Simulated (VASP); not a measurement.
Given:

```xyz
2
Lattice="0.0000 2.3834 2.3834 2.3834 0.0000 2.3834 2.3834 2.3834 0.0000" Properties=species:S:1:pos:R:3 pbc="T T T"
Zr     0.0000     0.0000     0.0000
C      2.3834     2.3834     2.3834
```

Method: PBE GGA with D3 dispersion (Becke-Johnson damping), VASP's PBE PAW potentials (set 64) (plane waves; VASP). Run with 520 eV cut-off, 13×13×13 Γ-centred mesh, first-order Methfessel-Paxton smearing of 0.10 eV, potentials Zr_sv C.

Q: Give the stress tensor in GPa (positive for a compressed cell).

A: 
```
-12.06    0.00    0.00
  0.00  -12.06    0.00
  0.00    0.00  -12.06
```
The pressure is its mean diagonal, -12.06 GPa.

The compound is ZrC in the rock salt structure. This cell is one point of a volume scan, at 1.06 of the reference volume.
